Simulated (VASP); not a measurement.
Calculation: PBEsol GGA, VASP's PBE PAW potentials (set 64) (plane waves; VASP).

VASP input:

**KPOINTS**
```
Automatic mesh
0
Gamma
12 12 10
0 0 0
```

POSCAR:
```
TiB2
1.0
  1.5090223048  -2.6137033278   0.0000000000
  1.5090223048   2.6137033278   0.0000000000
  0.0000000000   0.0000000000   3.1864759798
Ti B
1 2
Cartesian
  0.0000000000   0.0000000000   0.0000000000
  1.5090223048   0.8712361851   1.5932379899
  1.5090223048  -0.8712361851   1.5932379899
```

INCAR:
```
ALGO  =  Normal
EDIFF  =  1E-6
EDIFFG  =  -0.02
ENCUT  =  620
GGA  =  PS
IBRION  =  2
ISIF  =  3
ISMEAR  =  1
LASPH  =  .TRUE.
LCHARG  =  .FALSE.
LMAXMIX  =  4
LREAL  =  .FALSE.
LWAVE  =  .FALSE.
NELM  =  100
NSW  =  40
PREC  =  Accurate
PSTRESS  =  50
SIGMA  =  0.1
SYSTEM  =  TiB2
```

POTCAR, in this order: Ti_sv B (PBE.64 set). Program: vasp_std.

Output

**OSZICAR**
```
       N       E                     dE             d eps       ncg     rms          rms(c)
DAV:   1     0.138857479358E+03    0.13886E+03   -0.10538E+04  2964   0.181E+03
DAV:   2    -0.194978415606E+02   -0.15836E+03   -0.15463E+03  3004   0.422E+02
DAV:   3    -0.304632222245E+02   -0.10965E+02   -0.10801E+02  4419   0.101E+02
DAV:   4    -0.308349523139E+02   -0.37173E+00   -0.37138E+00  3776   0.171E+01
DAV:   5    -0.308455280026E+02   -0.10576E-01   -0.10575E-01  4312   0.254E+00    0.176E+01
DAV:   6    -0.257524529556E+02    0.50931E+01   -0.25109E+01  3954   0.604E+01    0.400E+00
DAV:   7    -0.257931886931E+02   -0.40736E-01   -0.15338E+00  3243   0.146E+01    0.350E+00
DAV:   8    -0.258031998192E+02   -0.10011E-01   -0.16381E-01  4360   0.370E+00    0.735E-01
DAV:   9    -0.257949149870E+02    0.82848E-02   -0.66055E-02  4022   0.338E+00    0.252E-01
DAV:  10    -0.257943853976E+02    0.52959E-03   -0.47013E-03  3756   0.977E-01    0.790E-02
DAV:  11    -0.257943832380E+02    0.21595E-05   -0.24995E-04  4096   0.214E-01    0.591E-02
DAV:  12    -0.257943570013E+02    0.26237E-04   -0.17587E-04  3842   0.186E-01    0.999E-03
DAV:  13    -0.257943558637E+02    0.11376E-05   -0.11964E-05  3608   0.467E-02    0.195E-03
DAV:  14    -0.257943558886E+02   -0.24891E-07   -0.23140E-07  1662   0.623E-03
   1 F= -.25009930E+02 E0= -.25009689E+02  d E =-.250099E+02
       N       E                     dE             d eps       ncg     rms          rms(c)
DAV:   1    -0.260216089347E+02   -0.22725E+00   -0.56965E+00  3194   0.372E+01    0.489E+00
DAV:   2    -0.257761011584E+02    0.24551E+00   -0.12482E+00  3676   0.169E+01    0.911E-01
DAV:   3    -0.257575222461E+02    0.18579E-01   -0.86419E-02  3748   0.335E+00    0.363E-01
DAV:   4    -0.257597775091E+02   -0.22553E-02   -0.34026E-02  3827   0.142E+00    0.249E-01
DAV:   5    -0.257634850635E+02   -0.37076E-02   -0.52478E-03  4246   0.629E-01    0.465E-02
DAV:   6    -0.257640853054E+02   -0.60024E-03   -0.16904E-03  4085   0.229E-01    0.451E-02
DAV:   7    -0.257641846759E+02   -0.99371E-04   -0.36450E-04  4016   0.178E-01    0.519E-02
DAV:   8    -0.257641854324E+02   -0.75644E-06   -0.81339E-05  3254   0.122E-01    0.790E-03
DAV:   9    -0.257641891487E+02   -0.37163E-05   -0.56814E-06  3276   0.249E-02    0.508E-03
DAV:  10    -0.257641890327E+02    0.11592E-06   -0.84090E-07  1915   0.876E-03
   2 F= -.25008421E+02 E0= -.25008185E+02  d E =0.150912E-02
       N       E                     dE             d eps       ncg     rms          rms(c)
DAV:   1    -0.258612437649E+02   -0.97055E-01   -0.15898E+00  3239   0.201E+01    0.269E+00
DAV:   2    -0.257924874094E+02    0.68756E-01   -0.43985E-01  3574   0.967E+00    0.510E-01
DAV:   3    -0.257852837127E+02    0.72037E-02   -0.34223E-02  3887   0.225E+00    0.178E-01
DAV:   4    -0.257861264364E+02   -0.84272E-03   -0.92205E-03  3699   0.676E-01    0.122E-01
DAV:   5    -0.257872189718E+02   -0.10925E-02   -0.15174E-03  4584   0.261E-01    0.726E-02
DAV:   6    -0.257874266865E+02   -0.20771E-03   -0.40572E-04  4082   0.147E-01    0.302E-02
DAV:   7    -0.257874433036E+02   -0.16617E-04   -0.53587E-05  4149   0.543E-02    0.224E-02
DAV:   8    -0.257874520648E+02   -0.87612E-05   -0.52610E-05  3881   0.720E-02    0.111E-02
DAV:   9    -0.257874536780E+02   -0.16132E-05   -0.69254E-06  3009   0.310E-02    0.346E-03
DAV:  10    -0.257874537580E+02   -0.80016E-07   -0.19100E-07  1517   0.523E-03
   3 F= -.25016811E+02 E0= -.25016572E+02  d E =-.688108E-02
       N       E                     dE             d eps       ncg     rms          rms(c)
DAV:   1    -0.257876714670E+02   -0.21779E-03   -0.16690E-02  3214   0.209E+00    0.132E-01
DAV:   2    -0.257874855819E+02    0.18589E-03   -0.79620E-04  2984   0.289E-01    0.735E-02
DAV:   3    -0.257873886241E+02    0.96958E-04   -0.16345E-04  3731   0.160E-01    0.985E-03
DAV:   4    -0.257873888053E+02   -0.18120E-06   -0.10023E-05  3050   0.377E-02    0.573E-03
DAV:   5    -0.257873887114E+02    0.93940E-07   -0.53475E-07  1777   0.992E-03
   4 F= -.25016973E+02 E0= -.25016755E+02  d E =-.162536E-03
```

**OUTCAR**
```
------------------------ aborting loop because EDIFF is reached ----------------------------------------
  FORCE on cell =-STRESS in cart. coord.  units (eV):
  Direction    XX          YY          ZZ          XY          YZ          ZX
  --------------------------------------------------------------------------------------
  Total        0.7748804      0.7748804      0.7520970      0.0000000     -0.0000000      0.0000000
  in kB       50.2897845     50.2897855     48.8111444      0.0000000     -0.0000000      0.0000000
  external PRESSURE =      -0.2030952 kB  Pullay stress =      50.0000000 kB
  volume of cell :       24.69
      direct lattice vectors                 reciprocal lattice vectors
     1.501390804 -2.600485182  0.000000000     0.333024552 -0.192271813 -0.000000000
     1.501390804  2.600485182 -0.000000000     0.333024552  0.192271813  0.000000000
     0.000000000 -0.000000000  3.161457380    -0.000000000  0.000000000  0.316309815
 POSITION                                       TOTAL-FORCE (eV/Angst)
 -----------------------------------------------------------------------------------
      0.00000     -0.00000      3.16146         0.000000     -0.000000     -0.000000
      1.50139      0.86683      1.58073        -0.000000      0.000000     -0.000000
      1.50139     -0.86683      1.58073         0.000000     -0.000000      0.000000
 -----------------------------------------------------------------------------------
    total drift:                                0.000000      0.000000      0.000000
  FREE ENERGIE OF THE ION-ELECTRON SYSTEM (eV)
  ---------------------------------------------------
  free  energy   TOTEN  =       -25.7873887114 eV

  energy  without entropy=      -25.7867332910  energy(sigma->0) =      -25.78717024
  enthalpy is  TOTEN    =       -25.0169734380 eV   P V=        0.7704152734

 reached required accuracy - stopping structural energy minimisation
```
(Selected blocks of OUTCAR.)

CONTCAR:
```
TiB2
   1.00000000000000
     1.5013908044724638   -2.6004851819969041    0.0000000000000000
     1.5013908044724638    2.6004851819969041   -0.0000000000000000
     0.0000000000000000   -0.0000000000000000    3.1614573797567718
  Ti              B
     1     2
Direct
     0.0000000000000000    0.0000000000000000    1.0000000000000000
     0.3333330000000032    0.6666669999999968    0.5000000000000000
     0.6666669999999968    0.3333330000000032    0.5000000000000000
```

File OUTCAR:
```
 val. band max:       10.3288322482   @ k =   0.0833  -0.0000   0.3000

 cond. band min:      10.3520526868   @ k =   0.3333   0.1667   0.0000


 Fermi energy:        10.3469638440

 k-point     1 :       0.0000    0.0000    0.0000
  band No.  band energies     occupation
      1     -46.2557      2.00000
      2     -22.7143      2.00000
      3     -22.3893      2.00000
      4     -22.3893      2.00000
      5      -3.3276      2.00000
      6       7.5741      2.00000
      7       7.5742      2.00000
      8       8.1204      2.00000
      9       8.1606      2.00000
     10      12.3495      0.00000
     11      12.3495      0.00000
     12      14.2774      0.00000
     13      14.2774      0.00000

 k-point     2 :       0.0833   -0.0000    0.0000
  band No.  band energies     occupation
      1     -46.2515      2.00000
      2     -22.7090      2.00000
      3     -22.4211      2.00000
      4     -22.3964      2.00000
      5      -3.1903      2.00000
      6       7.1943      2.00000
      7       7.5574      2.00000
      8       8.0337      2.00000
      9       8.1865      2.00000
     10      12.3078     -0.00000
     11      12.6016      0.00000
     12      13.6985      0.00000
     13      13.7901      0.00000

 k-point     3 :       0.1667   -0.0000    0.0000
  band No.  band energies     occupation
      1     -46.2399      2.00000
      2     -22.6945      2.00000
      3     -22.5072      2.00000
      4     -22.4159      2.00000
      5      -2.7872      2.00000
      6       6.2191      2.00000
      7       7.4914      2.00000
      8       7.7502      2.00000
      9       8.3341      2.00000
     10      12.1963     -0.00000
     11      12.9067      0.00000
     12      13.2106      0.00000
     13      13.2176      0.00000

 k-point     4 :       0.2500    0.0000    0.0000
  band No.  band energies     occupation
      1     -46.2241      2.00000
      2     -22.6748      2.00000
      3     -22.6232      2.00000
...
```

The compound is TiB2 in the AlB2 type structure. This run relaxes it under an external pressure of 5 GPa. Symmetry was kept, so distortions that lower it aren't found.
